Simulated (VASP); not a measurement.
OSZICAR of a VASP run on WC (wc):

**OSZICAR**
```
       N       E                     dE             d eps       ncg     rms          rms(c)
DAV:   1     0.112794037310E+03    0.11279E+03   -0.98726E+03  4384   0.155E+03
DAV:   2    -0.205601009250E+02   -0.13335E+03   -0.12960E+03  4988   0.386E+02
DAV:   3    -0.244366223498E+02   -0.38765E+01   -0.38370E+01  5342   0.612E+01
DAV:   4    -0.244720404897E+02   -0.35418E-01   -0.35400E-01  4856   0.615E+00
DAV:   5    -0.244723156095E+02   -0.27512E-03   -0.27511E-03  5083   0.559E-01    0.349E+01
DAV:   6    -0.215602062462E+02    0.29121E+01   -0.87798E+00  4883   0.312E+01    0.989E+00
DAV:   7    -0.215179298291E+02    0.42276E-01   -0.33784E-01  4523   0.532E+00    0.656E+00
DAV:   8    -0.214950758321E+02    0.22854E-01   -0.54019E-02  4868   0.218E+00    0.938E-01
DAV:   9    -0.214938771497E+02    0.11987E-02   -0.39304E-03  4701   0.452E-01    0.128E-01
DAV:  10    -0.214938764440E+02    0.70572E-06   -0.24811E-04  4928   0.211E-01    0.785E-02
DAV:  11    -0.214938731728E+02    0.32712E-05   -0.25407E-05  4883   0.453E-02    0.975E-03
DAV:  12    -0.214938719238E+02    0.12490E-05   -0.46201E-06  4828   0.211E-02    0.377E-03
DAV:  13    -0.214938719550E+02   -0.31199E-07   -0.10132E-07  2839   0.353E-03
   1 F= -.21493872E+02 E0= -.21493838E+02  d E =-.214939E+02
       N       E                     dE             d eps       ncg     rms          rms(c)
DAV:   1    -0.215137288159E+02   -0.19857E-01   -0.75269E-01  4388   0.105E+01    0.731E-01
DAV:   2    -0.214982590813E+02    0.15470E-01   -0.32719E-02  4633   0.183E+00    0.390E-01
DAV:   3    -0.214926906190E+02    0.55685E-02   -0.10426E-02  4703   0.961E-01    0.132E-01
DAV:   4    -0.214926028638E+02    0.87755E-04   -0.55369E-04  4818   0.230E-01    0.634E-02
DAV:   5    -0.214925964520E+02    0.64118E-05   -0.40858E-05  4633   0.645E-02    0.115E-02
DAV:   6    -0.214925954969E+02    0.95508E-06   -0.55556E-06  4823   0.239E-02    0.389E-03
DAV:   7    -0.214925953338E+02    0.16310E-06   -0.32381E-07  4435   0.594E-03    0.553E-04
DAV:   8    -0.214925953415E+02   -0.76229E-08   -0.99344E-09  2204   0.102E-03
   2 F= -.21492595E+02 E0= -.21492583E+02  d E =0.127661E-02
       N       E                     dE             d eps       ncg     rms          rms(c)
DAV:   1    -0.215023793639E+02   -0.97840E-02   -0.25753E-01  4388   0.614E+00    0.430E-01
DAV:   2    -0.214970522158E+02    0.53271E-02   -0.11121E-02  4628   0.106E+00    0.227E-01
DAV:   3    -0.214952032060E+02    0.18490E-02   -0.34690E-03  4713   0.557E-01    0.803E-02
DAV:   4    -0.214951703913E+02    0.32815E-04   -0.18661E-04  4808   0.134E-01    0.381E-02
DAV:   5    -0.214951665901E+02    0.38012E-05   -0.14743E-05  4618   0.395E-02    0.713E-03
DAV:   6    -0.214951661370E+02    0.45309E-06   -0.18237E-06  4848   0.142E-02    0.233E-03
DAV:   7    -0.214951661316E+02    0.53851E-08   -0.77910E-08  2484   0.310E-03
   3 F= -.21495166E+02 E0= -.21495139E+02  d E =-.129418E-02
```

Question: Which electronic solver shows in the log?

Answer: It is blocked Davidson (ALGO = Normal, or the opening steps of other solvers). The INCAR had ALGO = Normal.

Question: Can the final energy be trusted as converged?

Answer: The run converged. It stopped with EDIFF = 1E-7, NELM = 100, NSW = 30 and EDIFFG = -0.01 after 3 ionic steps (revPBE GGA, plane waves, VASP's PBE PAW potentials (set 64)).

The compound is WC in the wc structure. This cell is one point of a volume scan, at 0.94 of the reference volume. Symmetry was kept, so distortions that lower it aren't found.
